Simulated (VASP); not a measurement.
Consider the following.

```xyz
2
Lattice="0.0000 1.7942 1.7942 1.7942 0.0000 1.7942 1.7942 1.7942 0.0000" Properties=species:S:1:pos:R:3 pbc="T T T"
B      0.0000     0.0000     0.0000
N      0.8971     0.8971     0.8971
```

These are TPSS meta-GGA, VASP's PBE PAW potentials (set 64) (plane waves; VASP) values and carry that method's errors. Numerical set-up: 520 eV cut-off, 12×12×12 Γ-centred mesh, Gaussian smearing of 0.050 eV, potentials B N.

Question: Give the stress tensor in GPa (positive for a compressed cell).

Answer: 
```
12.12   0.00   0.00
 0.00  12.12   0.00
 0.00   0.00  12.12
```
The pressure is its mean diagonal, 12.12 GPa.

The compound is BN in the zinc blende structure. This cell is one point of a volume scan, at 0.97 of the reference volume.
